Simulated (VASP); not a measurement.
Consider the following.

```xyz
2
Lattice="4.2410 -2.2890 0.0165 4.2410 2.2890 0.0165 2.9910 0.0000 3.7789" Properties=species:S:1:pos:R:3 pbc="T T T"
Bi     2.6786     0.0000     0.8899
Bi     8.7945     0.0000     2.9219
```

The numbers are results of optB88-vdW, VASP's PBE PAW potentials (set 64) (plane waves; VASP), not measurements. Numerical set-up: 520 eV cut-off, Gaussian smearing of 0.050 eV, potentials Bi_d.

### Question
Give the energies of bands 13 to 18 at the high-symmetry points, in eV from the Fermi level.

### Answer

```csv
band,Γ,T,H2,L,S0,F
13,-1.41,-0.83,-3.79,-1.31,-4.06,-4.36
14,-1.08,-0.50,-3.71,-1.10,-2.32,-2.81
15,-1.08,-0.50,-0.41,-0.23,-2.29,-2.66
16,2.44,0.81,0.85,-0.14,2.85,2.58
17,2.88,0.81,4.95,0.62,3.00,4.70
18,2.88,0.83,4.96,1.14,4.99,5.34
```

It has no gap at this level: it comes out as a metal or semimetal.

The compound is Bi in the a7 structure. It was relaxed first.
